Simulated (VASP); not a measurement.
VASP runs on SrHg (space group Pm-3m) share one base input (PBEsol GGA, plane waves, VASP's PBE PAW potentials (set 64)) and change the settings named in each case.

### KPOINTS
```
Automatic mesh
0
Gamma
7 7 7
0 0 0
```

**INCAR**
```
SYSTEM = SrHg
PREC = Accurate
ENCUT = 300
EDIFF = 1E-6
NELM = 100
ALGO = Normal
LREAL = .FALSE.
LASPH = .TRUE.
ISMEAR = -1
SIGMA = 0.1
GGA = PS
LMAXMIX = 6
LWAVE = .FALSE.
LCHARG = .FALSE.
ISIF = 2
```

File POSCAR:
```
SrHg
3.9550
  1.0000000000   0.0000000000   0.0000000000
  0.0000000000   1.0000000000   0.0000000000
  0.0000000000   0.0000000000   1.0000000000
Hg Sr
1 1
Direct
  0.0000000000   0.0000000000   0.0000000000
  0.5000000000   0.5000000000   0.5000000000
```

POTCAR, in this order: Hg Sr_sv (PBE.64 set). Program: vasp_std.

| change | E(σ→0) (eV/atom) | pressure (GPa) | −TS (eV) |
|---|---|---|---|
| base run | -1.7793 | -0.79 | -0.0485 |
| GGA removed, POTCAR Hg Sr_sv (LDA.64 set) | -2.0375 | -2.48 | -0.0488 |
| GGA_COMPAT = .FALSE., LNONCOLLINEAR = .TRUE., LSORBIT = .TRUE., MAGMOM = 0.0 0.0 0.0 0.0 0.0 0.0, program vasp_ncl | -1.9929 | -1.19 | -0.0453 |
| KPOINTS 6×6×6 Γ-centred mesh | -1.7937 | -1.05 | -0.0407 |
 Energies of different potentials or functionals have different zeros.  Unless said otherwise, spin-orbit coupling is left out, though it shifts the bands of the heavy elements here. At 300 eV the pressure can carry a Pulay error.

Left out are runs that ran out of time, are held back, or changed the cell or the kind of run, fixed moments of cells without a moment, rows past the twelfth, gaps on odd meshes, pressures of charged cells and columns that move by less than the noise.

The structure comes from a measured SrHg entry (Pm-3m) of the Crystallography Open Database, whose conditions weren't checked. The cell was not relaxed at this level.
